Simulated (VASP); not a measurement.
# MoO₂F₂: screened Coulomb integrals of an active space by constrained RPA

MoO₂F₂, molecule in box, 5 atoms in the cell. PBE, constrained RPA for the effective Coulomb interaction; PAW potentials O_GW, Mo_sv_GW, F_GW (PBE set).

Target states: HOMO-1 to LUMO+1; Empty bands asked for: 150; Cutoff of the response function (eV): 100.

## Input

INCAR.step1:
```
ENCUT = 420 ; PREC = Accurate
ISMEAR = -1 ; SIGMA = 0.02
LASPH = True ; EDIFF = 1E-7
GGA = PE ; ALGO = Normal
NELM = 150 ; LWAVE = True
LCHARG = False
```

INCAR.step2, as INCAR.step1 but for:
```
- ALGO = Normal
- NELM = 150
+ ALGO = Exact
+ NELM = 1
+ NBANDS = 170
+ LOPTICS = True
```

INCAR.step3:
```
SYSTEM = MoO2F2
ENCUT = 420
PREC = Accurate
ISMEAR = -1
SIGMA = 0.02
LASPH = .True.
GGA = PE
ALGO = CRPA
NBANDS = 172
ENCUTGW = 100
PRECFOCK = Fast
LOCALIZED_BASIS = BLOCH
LWAVE = .False.
LCHARG = .False.
NCRPA_BANDS = 19 20 21 22
NTARGET_STATES = 19 20 21 22
```

KPOINTS:
```
k-points
0
Gamma
  1 1 1
```

POSCAR:
```
MoO2F2
1.0
    8.0100000000      0.0000000000      0.0000000000
    0.0000000000      7.6400000000      0.0000000000
    0.0000000000      0.0000000000      8.0200000000
O Mo F
2 1 2
Direct
    0.5686829000      0.3601112600      0.6571321700
    0.3434394500      0.6114201600      0.6063840300
    0.4913171000      0.4941165000      0.5132169600
    0.3994819000      0.3657395200      0.3428678300
    0.6565605500      0.6398887400      0.4366334100
```

Commands (each step's output is kept before the next begins):
```
cat potpaw_PBE.64/O_GW/POTCAR potpaw_PBE.64/Mo_sv_GW/POTCAR potpaw_PBE.64/F_GW/POTCAR > POTCAR
cp INCAR.step1 INCAR
mpirun -np 4 vasp_std > vasp.out
cp INCAR.step2 INCAR
mpirun -np 4 vasp_std > vasp.out
cp INCAR.step3 INCAR
mpirun -np 4 vasp_std > vasp.out
```

## Result

- Screened U within a state, mean (eV): 8.31
- Screened U' between states, mean (eV): 7.44
- Screened J (eV): 0.31
- Bare U within a state, mean (eV): 12.00
- Bare U' between states, mean (eV): 9.82
- Bare J (eV): 0.60

Target levels:

| Energy (eV) | Occupation |
|---|---|
| -8.23 | 1.00 |
| -7.22 | 1.00 |
| -2.82 | 0.00 |
| -2.49 | 0.00 |

Screened density-density integrals (eV):

| State | 1 | 2 | 3 | 4 |
|---|---|---|---|---|
| 1 | 7.85 | 7.50 | 7.19 | 7.56 |
| 2 | 7.50 | 8.86 | 7.30 | 7.48 |
| 3 | 7.19 | 7.30 | 8.15 | 7.58 |
| 4 | 7.56 | 7.48 | 7.58 | 8.39 |

Screened exchange integrals (eV):

| State | 1 | 2 | 3 | 4 |
|---|---|---|---|---|
| 1 | 7.85 | 0.35 | 0.14 | 0.59 |
| 2 | 0.35 | 8.86 | 0.30 | 0.17 |
| 3 | 0.14 | 0.30 | 8.15 | 0.32 |
| 4 | 0.59 | 0.17 | 0.32 | 8.39 |

Limits: the cutoff lies under the usual one of these potentials, so the numbers hold a basis-set error; the periodic box is only 7.64 Å wide at its narrowest and no larger one was tried.

VASP 6.6.1 took 2339 s on 4 cores (AMD EPYC 7R43 (Zen 3)), a shared host.
